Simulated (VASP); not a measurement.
Given:

```xyz
3
Lattice="0.0000 2.5587 2.5587 2.5587 0.0000 2.5587 2.5587 2.5587 0.0000" Properties=species:S:1:pos:R:3 pbc="T T T"
Zr     0.0000     0.0000     0.0000
O      1.2794     1.2794     1.2794
O      3.8381     3.8381     3.8381
```

Computed with r2SCAN meta-GGA, VASP's PBE PAW potentials (set 64) (plane waves; VASP 6.6.1). Numerical set-up: 600 eV cut-off, 8×8×8 Γ-centred mesh, Gaussian smearing of 0.050 eV, potentials Zr_sv O.

Task: Give the stress tensor in GPa (positive for a compressed cell).

Result: 
```
-4.02   0.00   0.00
 0.00  -4.02   0.00
 0.00   0.00  -4.02
```
The pressure is its mean diagonal, -4.02 GPa.

The compound is ZrO2 in the fluorite structure, the high-temperature cubic form, which is unstable at 0 K; the monoclinic form is the stable one. This cell was strained or had an atom moved on purpose.
